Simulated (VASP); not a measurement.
A convergence study with VASP on Ir (fcc): one setting is varied, all else stays as given below, so the limit is that of these other settings.

```
Ir
1.0
    0.00000     1.92000     1.92000
    1.92000     0.00000     1.92000
    1.92000     1.92000     0.00000
Ir
1
Direct
  0.00000   0.00000   0.00000
```

Level of theory: PBE GGA, VASP's PBE PAW potentials (set 64) (plane waves; VASP). The tightest run used: 550 eV cut-off, 22×22×22 Monkhorst-Pack mesh, first-order Methfessel-Paxton smearing of 0.10 eV, potentials Ir.

| setting | E (eV/atom) | pressure (GPa) | irreducible k-points |
|---|---|---|---|
| 1×1×1 mesh | -17.7777 | -47.92 | 1 |
| 2×2×2 mesh | -9.5198 | -0.53 | 2 |
| 3×3×3 mesh | -7.5198 | 34.97 | 4 |
| 4×4×4 mesh | -8.7787 | 10.68 | 10 |
| 5×5×5 mesh | -8.5891 | 13.70 | 10 |
| 6×6×6 mesh | -8.8601 | 8.92 | 28 |
| 7×7×7 mesh | -8.9168 | 8.29 | 20 |
| 8×8×8 mesh | -8.8255 | 9.85 | 60 |
| 9×9×9 mesh | -8.8612 | 8.90 | 35 |
| 10×10×10 mesh | -8.8466 | 9.29 | 110 |
| 11×11×11 mesh | -8.8105 | 9.93 | 56 |

Question: These are the cheaper rows. Estimate the results at 22×22×22 mesh, and how far the last row shown lies from them.

Answer: 
```
quantity        tightest run  last row shown is off by
--------------  ------------  ------------------------
E (eV/atom)          -8.8389                    0.0285
pressure (GPa)          9.45                      0.47
```

Left out are rungs that failed or repeat a setting and relaxations that didn't move; long series are thinned to 24 rows.

The compound is Ir in the fcc structure. The cell was not relaxed at this level.
